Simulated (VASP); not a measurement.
Input:

```
CELL_PARAMETERS angstrom
      1.65663    -5.24804     0.00000
      1.65663     5.24804     0.00000
      0.00000     0.00000     4.27188
ATOMIC_POSITIONS crystal
  P  0.10190 0.89810 0.92304
  P  0.39810 0.60190 0.42304
  P  0.60190 0.39810 0.57696
  P  0.89810 0.10190 0.07696
```

Computed with AM05 GGA, VASP's PBE PAW potentials (set 64) (plane waves; VASP). Numerical set-up: 520 eV cut-off, Gaussian smearing of 0.050 eV, potentials P.

Without a dispersion term in the relaxation, distances and binding between the weakly bound layers, chains or molecules are unreliable, and so is what depends on them.

**Question.** Give the energies of bands 4 to 13 at the high-symmetry points, in eV from the Fermi level.

**Answer.** 
```
band      Γ      Y     C0      Z      A0      T       S       R
----  -----  -----  -----  -----  ------  -----  ------  ------
4     -7.11  -5.89  -9.16  -8.85  -10.26  -9.68  -10.05  -10.35
5     -5.10  -5.76  -5.42  -4.87   -6.49  -3.20   -5.20   -5.74
6     -4.44  -5.24  -4.94  -4.87   -6.49  -3.20   -5.20   -5.74
7     -4.10  -4.29  -3.69  -3.14   -4.79  -2.62   -3.31   -5.70
8     -2.88  -2.22  -3.25  -3.14   -4.79  -2.62   -3.31   -5.70
9     -2.55  -1.78  -2.82  -1.13   -1.99  -1.45   -2.67   -2.02
10    -1.27  -0.25  -2.26  -1.13   -1.99  -1.45   -2.67   -2.02
11     0.85   0.34   0.66   1.48    1.94   1.34    0.84    1.64
12     1.06   0.59   0.84   1.48    1.94   1.34    0.84    1.64
13     1.90   2.31   1.08   2.46    3.94   2.64    1.08    4.29
```

It has no gap at this level: it comes out as a metal or semimetal.

Measured: gap 0.35 eV (computed value off by -0.35 eV), as given by Das et al., (2018), arXiv:1807.05623.

The compound is P in the black structure. It was relaxed first.
